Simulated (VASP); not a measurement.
Given:

```xyz
1
Lattice="3.3337 0.0000 0.0000 0.0000 3.3337 0.0000 0.0000 0.0000 3.3337" Properties=species:S:1:pos:R:3 pbc="T T T"
Y      0.0000     0.0000     0.0000
```

All values below come from PBEsol GGA, VASP's PBE PAW potentials (set 64) (plane waves; VASP). Settings: 400 eV cut-off, 10×10×10 Γ-centred mesh, first-order Methfessel-Paxton smearing of 0.10 eV, potentials Y_sv.

Energy and stress use the plane-wave basis of the starting cell.

Problem. The ions, cell shape and volume are relaxed. Which structure does the run end with?

Solution. 
```xyz
1
Lattice="3.2060 0.0000 0.0000 0.0000 3.2060 0.0000 0.0000 0.0000 3.2060" Properties=species:S:1:pos:R:3 pbc="T T T"
Y      0.0000     0.0000     0.0000
```
Space group Pm-3m (221), at a tolerance of 0.03 Å.

Problem. How do energy and volume change from the first to the last step?

Solution. The energy (σ→0) changes by -41.9 meV/atom and the volume by -11.1 %, in 4 ionic steps.

| step | E(σ→0) (eV) | max force (eV/Å) | pressure (GPa) | volume (Å³) |
|---|---|---|---|---|
| 1 | -5.9781 | 0.000 | -3.06 | 37.05 |
| 2 | -6.0197 | 0.000 | -0.35 | 33.38 |
| 3 | -6.0200 | 0.000 | -0.06 | 33.03 |
| 4 | -6.0200 | 0.000 | 0.02 | 32.95 |

The structure was generated: Y was put into the simple-cubic type (Pm-3m), which need not be its known phase. This run relaxes it. Symmetry was kept, so distortions that lower it aren't found.
